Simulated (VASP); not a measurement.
Level of theory: PBE GGA with D3 dispersion (Becke-Johnson damping), VASP's PBE PAW potentials (set 64) (plane waves; VASP 6.6.1).

VASP input:

KPOINTS:
```
K-points
0
G
 10 10 10
```

File POSCAR:
```
ZnS
1.0
  0.0000000000   2.6897640149   2.6897640149
  2.6897640149   0.0000000000   2.6897640149
  2.6897640149   2.6897640149   0.0000000000
Zn S
1 1
Cart
  0.0000000000   0.0000000000   0.0000000000
  1.3448820075   1.3448820075   1.3448820075
```

### INCAR
```
SYSTEM  =  ZnS
PREC  =  Accurate; ENCUT  =  520; LREAL  =  F
LASPH  =  T
EDIFF  =  1E-7; NELM  =  100; ALGO  =  Normal
LMAXMIX  =  4
ISMEAR  =  -5
GGA  =  PE; IVDW  =  12
ISIF  =  2
LWAVE  =  F; LCHARG  =  T; LORBIT  =  11
NEDOS  =  601
```

POTCAR, in this order: Zn S (PBE.64 set). Program: vasp_std.

The run wrote:

### OSZICAR
```
       N       E                     dE             d eps       ncg     rms          rms(c)
DAV:   1     0.904469296435E+02    0.90447E+02   -0.92713E+03  1222   0.166E+03
DAV:   2    -0.936411535709E+00   -0.91383E+02   -0.87478E+02  1312   0.285E+02
DAV:   3    -0.718321016121E+01   -0.62468E+01   -0.62164E+01  1497   0.753E+01
DAV:   4    -0.726615426048E+01   -0.82944E-01   -0.82909E-01  1392   0.911E+00
DAV:   5    -0.726740462382E+01   -0.12504E-02   -0.12503E-02  1502   0.112E+00    0.728E+00
DAV:   6    -0.685569467504E+01    0.41171E+00   -0.95992E-01  1810   0.372E+01    0.560E+00
DAV:   7    -0.683972792180E+01    0.15967E-01   -0.35694E-01  1307   0.587E+00    0.279E+00
DAV:   8    -0.683918559224E+01    0.54233E-03   -0.56241E-03  1417   0.748E-01    0.822E-01
DAV:   9    -0.683944933021E+01   -0.26374E-03   -0.11974E-03  1380   0.325E-01    0.121E-01
DAV:  10    -0.683958712339E+01   -0.13779E-03   -0.12758E-04  1397   0.122E-01    0.578E-02
DAV:  11    -0.683960797951E+01   -0.20856E-04   -0.30773E-05  1352   0.691E-02    0.659E-03
DAV:  12    -0.683960886898E+01   -0.88947E-06   -0.29456E-06  1475   0.185E-02    0.331E-03
DAV:  13    -0.683960869717E+01    0.17181E-06   -0.32885E-07  1408   0.114E-02    0.775E-04
DAV:  14    -0.683960866648E+01    0.30685E-07   -0.85691E-08   950   0.259E-03
   1 F= -.74653059E+01 E0= -.74653059E+01  d E =0.000000E+00
```

OUTCAR:
```
------------------------ aborting loop because EDIFF is reached ----------------------------------------
 Edisp (eV)   -0.62570
  FORCE on cell =-STRESS in cart. coord.  units (eV):
  Direction    XX          YY          ZZ          XY          YZ          ZX
  --------------------------------------------------------------------------------------
  Total       0.00105     0.00105     0.00105     0.00000     0.00000     0.00000
  in kB       0.04323     0.04323     0.04323     0.00000     0.00000     0.00000
  external pressure =        0.04 kB  Pullay stress =        0.00 kB
  volume of cell :       38.92
      direct lattice vectors                 reciprocal lattice vectors
     0.000000000  2.689764015  2.689764015    -0.185889913  0.185889913  0.185889913
     2.689764015  0.000000000  2.689764015     0.185889913 -0.185889913  0.185889913
     2.689764015  2.689764015  0.000000000     0.185889913  0.185889913 -0.185889913
  FREE ENERGIE OF THE ION-ELECTRON SYSTEM (eV)
  ---------------------------------------------------
  free  energy   TOTEN  =        -7.4653059039 eV

  energy  without entropy=       -7.4653059039  energy(sigma->0) =       -7.46530590

 total charge

# of ion       s       p       d       tot
------------------------------------------
    1        0.523   0.488   9.801  10.813
    2        1.314   2.444   0.000   3.759
--------------------------------------------------
tot          1.838   2.932   9.801  14.571
```
(Selected blocks of OUTCAR.)

OUTCAR:
```
 val. band max:        2.2344926200   @ k =   0.0000   0.0000   0.0000

 cond. band min:       4.4092728072   @ k =   0.0000   0.0000   0.0000


 Fermi energy:         2.2368691961

 k-point     1 :       0.0000    0.0000    0.0000
  band No.  band energies     occupation
      1     -11.0017      2.00000
      2      -4.1592      2.00000
      3      -4.1592      2.00000
      4      -4.1592      2.00000
      5      -3.6445      2.00000
      6      -3.6445      2.00000
      7       2.2345      2.00000
      8       2.2345      2.00000
      9       2.2345      2.00000
     10       4.4093      0.00000
     11       8.6216      0.00000
     12       8.6216      0.00000
     13       8.6216      0.00000

 k-point     2 :       0.1000    0.0000    0.0000
  band No.  band energies     occupation
      1     -10.9243      2.00000
      2      -4.1600      2.00000
      3      -4.1449      2.00000
      4      -4.1449      2.00000
      5      -3.6458      2.00000
      6      -3.6458      2.00000
      7       1.4392      2.00000
      8       2.1349      2.00000
      9       2.1349      2.00000
     10       5.0186      0.00000
     11       8.5391      0.00000
     12       8.7955      0.00000
     13       8.7955      0.00000

 k-point     3 :       0.2000    0.0000    0.0000
  band No.  band energies     occupation
      1     -10.7107      2.00000
      2      -4.1441      2.00000
      3      -4.1098      2.00000
      4      -4.1098      2.00000
      5      -3.6459      2.00000
      6      -3.6459      2.00000
      7       0.0655      2.00000
      8       1.8932      2.00000
      9       1.8932      2.00000
     10       5.6609      0.00000
     11       8.7947      0.00000
     12       9.1405      0.00000
     13       9.1405      0.00000

 k-point     4 :       0.3000    0.0000    0.0000
  band No.  band energies     occupation
      1     -10.4200      2.00000
      2      -4.0723      2.00000
      3      -4.0723      2.00000
...
```

The compound is ZnS in the zinc blende structure. It was relaxed first.
